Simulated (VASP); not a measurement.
Data:

```
RhB
1.0
    0.00000     2.44080     2.44080
    2.44080     0.00000     2.44080
    2.44080     2.44080     0.00000
Rh B
1 1
Cartesian
  0.00000   0.00000   0.00000
  2.44080   2.44080   2.44080
```

Method: PBEsol GGA, VASP's PBE PAW potentials (set 64) (plane waves; VASP). Numerical set-up: 520 eV cut-off, 12×12×12 Γ-centred mesh, first-order Methfessel-Paxton smearing of 0.10 eV, potentials Rh_pv B.

Energy and stress use the plane-wave basis of the starting cell.

Q: The ions, cell shape and volume are relaxed. Give the cell that the relaxation ends in.

A: 
```
RhB
1.0
    0.00000     2.17545     2.17545
    2.17545     0.00000     2.17545
    2.17545     2.17545     0.00000
Rh B
1 1
Direct
  0.00000   0.00000   0.00000
  0.50000   0.50000   0.50000
```
Space group Fm-3m (225), at a tolerance of 0.03 Å.

Q: How do energy and volume change from the first to the last step?

A: The energy (σ→0) changes by -800.7 meV/atom and the volume by -29.2 %, in 7 ionic steps.

The structure was generated: RhB was put into the rock salt type (Fm-3m), which need not be its known phase. This run relaxes it. Symmetry was kept, so distortions that lower it aren't found.
